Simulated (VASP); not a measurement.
Input:

```xyz
2
Lattice="0.0000 2.4657 2.4657 2.4657 0.0000 2.4657 2.4657 2.4657 0.0000" Properties=species:S:1:pos:R:3 pbc="T T T"
Gd     0.0000     0.0000     0.0000
N      2.4657     2.4657     2.4657
```

These are MS2 meta-GGA, VASP's PBE PAW potentials (set 64) (plane waves; VASP) values and carry that method's errors. Numerical set-up: 520 eV cut-off, 14×14×14 Γ-centred mesh, tetrahedra with Blöchl corrections, potentials Gd_3 N.

The 4f electrons are frozen in the core of the lanthanide potential, so 4f levels, which can set the real gap, and their magnetism are missing.

Question: Give the energies of bands 5 to 10 at the high-symmetry points, in eV from the Fermi level.

Answer: 
| band | Γ | X | U | L | W |
|---|---|---|---|---|---|
| 5 | 0.01 | -1.05 | -2.17 | -4.23 | -2.28 |
| 6 | 0.01 | -0.23 | -1.31 | -2.44 | -1.28 |
| 7 | 0.01 | -0.23 | -1.25 | -2.44 | -1.28 |
| 8 | 3.15 | -0.01 | 2.42 | 5.87 | 4.07 |
| 9 | 3.15 | 7.07 | 6.54 | 6.75 | 4.07 |
| 10 | 3.15 | 7.68 | 7.09 | 6.75 | 7.09 |

It has no gap at this level: it comes out as a metal or semimetal.

The compound is GdN in the rock salt structure. It was relaxed first.
